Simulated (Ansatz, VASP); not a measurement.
## One calculation of Ba2Tl5V3O12, two programs

File INCAR:

```
SYSTEM = Ba2Tl5V3O12
PREC = Accurate ; ENCUT = 520
EDIFF = 1E-7 ; ISMEAR = -1
SIGMA = 0.05 ; LREAL = .FALSE.
LASPH = .TRUE. ; NELM = 120
ALGO = Normal ; ISIF = 2
LWAVE = .FALSE. ; LCHARG = .FALSE.
ISPIN = 2 ; MAGMOM = 0 0 2 2 2 0 0 0 0 0 0 0 0 0 0 0 0 0 0 0 0 0
LORBIT = 11 ; LMAXMIX = 4
GGA = PE ; NBANDS = 119
KPAR = 4
```

KPOINTS

```
regular mesh
0
G
  4 4 4
  0 0 0
```

The input POSCAR:

```
Ba2Tl5V3O12
1.0
    4.2927361308      2.4784107968      6.2090460904
   -4.2927361308      2.4784107968      6.2090460904
    0.0000000000     -4.9568215936      6.2090460904
Ba V Tl O
2 3 5 12
Direct
    0.5000000000      0.5000000000      0.5000000000
    0.0000000000      0.0000000000      0.0000000000
    0.5000000000      0.5000000000      0.0000000000
    0.0000000000      0.5000000000      0.5000000000
    0.5000000000      0.0000000000      0.5000000000
    0.0000000000      0.0000000000      0.5000000000
    0.5000000000      0.0000000000      0.0000000000
    0.0000000000      0.5000000000      0.0000000000
    0.7404500000      0.7404500000      0.7404500000
    0.2595500000      0.2595500000      0.2595500000
    0.7165200000      0.0808900000      0.4124200000
    0.4124200000      0.7165200000      0.0808900000
    0.0808900000      0.4124200000      0.7165200000
    0.5875700000      0.9191100000      0.2834800000
    0.9191100000      0.2834800000      0.5875700000
    0.2834800000      0.5875700000      0.9191100000
    0.2834800000      0.9191100000      0.5875700000
    0.5875700000      0.2834800000      0.9191100000
    0.9191100000      0.5875700000      0.2834800000
    0.4124200000      0.0808900000      0.7165200000
    0.0808900000      0.7165200000      0.4124200000
    0.7165200000      0.4124200000      0.0808900000
```

File input.yaml:

```yaml
crystal:
  lattice:
    - [4.2927361308, 2.4784107968, 6.2090460904]
    - [-4.2927361308, 2.4784107968, 6.2090460904]
    - [0.0, -4.9568215936, 6.2090460904]
  atoms:
    - { symbol: Ba, position: [0.5, 0.5, 0.5] }
    - { symbol: Ba, position: [0.0, 0.0, 0.0] }
    - { symbol: V, position: [0.5, 0.5, 0.0], spin: 2.0 }
    - { symbol: V, position: [0.0, 0.5, 0.5], spin: 2.0 }
    - { symbol: V, position: [0.5, 0.0, 0.5], spin: 2.0 }
    - { symbol: Tl, position: [0.0, 0.0, 0.5] }
    - { symbol: Tl, position: [0.5, 0.0, 0.0] }
    - { symbol: Tl, position: [0.0, 0.5, 0.0] }
    - { symbol: Tl, position: [0.74045, 0.74045, 0.74045] }
    - { symbol: Tl, position: [0.25955, 0.25955, 0.25955] }
    - { symbol: O, position: [0.71652, 0.08089, 0.41242] }
    - { symbol: O, position: [0.41242, 0.71652, 0.08089] }
    - { symbol: O, position: [0.08089, 0.41242, 0.71652] }
    - { symbol: O, position: [0.58757, 0.91911, 0.28348] }
    - { symbol: O, position: [0.91911, 0.28348, 0.58757] }
    - { symbol: O, position: [0.28348, 0.58757, 0.91911] }
    - { symbol: O, position: [0.28348, 0.91911, 0.58757] }
    - { symbol: O, position: [0.58757, 0.28348, 0.91911] }
    - { symbol: O, position: [0.91911, 0.58757, 0.28348] }
    - { symbol: O, position: [0.41242, 0.08089, 0.71652] }
    - { symbol: O, position: [0.08089, 0.71652, 0.41242] }
    - { symbol: O, position: [0.71652, 0.41242, 0.08089] }
hamiltonian:
  xc: pbe
  pseudopotentials: { kind: paw }
magnetization:
  spin_polarized: true
kpoints:
  mp_grid: { grid: [4, 4, 4] }
scf:
  occupations: { method: fermi_dirac, width: 0.05 }
output:
  forces: true
  stress: true
  eigenvalues: true
```

Change from the starting cell: volume scaled by 1.04.

Alike in both runs: task single point; functional PBE; k mesh 4 × 4 × 4; occupations fermi-dirac, width 0.05 eV; collinear spin, ferromagnetic start.

```csv
,VASP,Ansatz
version,VASP 6.6.1,Ansatz 0.2.0
potentials or method,"VASP PAW PBE potentials, release 64 (Ba_sv, V_sv, Tl_d, O)",Ansatz PAW
plane-wave cutoff (eV),520,420
valence electrons in the cell,196,196
```

Ansatz gave:

- gap on the k mesh at the Fermi level (eV): none
- pressure (GPa): -3.3
- largest component of the traceless stress (GPa): 0.81
- rms of the force components (eV/Å): 0.219
- net moment per atom (μB): 0.05
- size of the moment on the site where the two differ most (μB): 0.25

Estimate VASP's values.

gap on the k mesh at the Fermi level (eV): none; pressure (GPa): -3.0; largest component of the traceless stress (GPa): 0.68; rms of the force components (eV/Å): 0.186; net moment per atom (μB): 0.05; size of the moment on the site where the two differ most (μB): 0.36.

Site moments also hang on the region over which each program counts them. Atom by atom the forces differ by 0.034 eV/Å (rms over components). A gap of «none» marks a metal or a gap that the smearing closes.

Caveats: semilocal functionals often make such compounds metallic where correlation or magnetic order opens a gap, which also shifts bond lengths; the pressure holds a Pulay correction of +0.4 GPa for the finite cutoff (Ansatz). The runs have no spin-orbit coupling, so splittings on Ba, Tl are missing.
